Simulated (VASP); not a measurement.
Data:

```
WS2
1.0
    1.57266    -2.72392     0.00000
    1.57266     2.72392     0.00000
    0.00000     0.00000    15.02037
W S
2 4
Direct
  0.33333   0.66667   0.25000
  0.66667   0.33333   0.75000
  0.33333   0.66667   0.85254
  0.66667   0.33333   0.35254
  0.66667   0.33333   0.14746
  0.33333   0.66667   0.64746
```

Level of theory: RPBE GGA, VASP's PBE PAW potentials (set 64) (plane waves; VASP). Settings: 520 eV cut-off, 8×8×2 Γ-centred mesh, Gaussian smearing of 0.050 eV, potentials W_sv S.

Without a dispersion term in the relaxation, distances and binding between the weakly bound layers, chains or molecules are unreliable, and so is what depends on them.

Q: The ions and cell shape at fixed volume are relaxed. Give the cell that the relaxation ends in.

A: 
```
WS2
1.0
    1.60149    -2.77386     0.00000
    1.60149     2.77386     0.00000
    0.00000     0.00000    14.48441
W S
2 4
Cartesian
  1.60149   0.92462   3.62110
  1.60149  -0.92462  10.86330
  1.60149   0.92462  12.43641
  1.60149  -0.92462   5.19421
  1.60149  -0.92462   2.04799
  1.60149   0.92462   9.29020
```
Space group P6_3/mmc (194), at a tolerance of 0.03 Å.

Q: How much energy does the relaxation gain?

A: The energy (σ→0) changes by -31.1 meV/atom, in 8 ionic steps.

```tsv
step	E(σ→0) (eV)	max force (eV/Å)	pressure (GPa)	volume (Å³)
1	-44.7998	1.132	8.50	128.69
2	-44.9075	0.068	3.40	128.69
3	-44.9089	0.051	3.91	128.69
4	-44.9666	0.055	2.39	128.69
5	-44.9862	0.060	0.96	128.69
6	-44.9863	0.060	0.88	128.69
7	-44.9865	0.036	0.45	128.69
8	-44.9867	0.001	0.62	128.69
```

The compound is WS2 in the 2H layered structure. This cell is one point of a volume scan, at 0.94 of the reference volume. Symmetry was kept, so distortions that lower it aren't found.
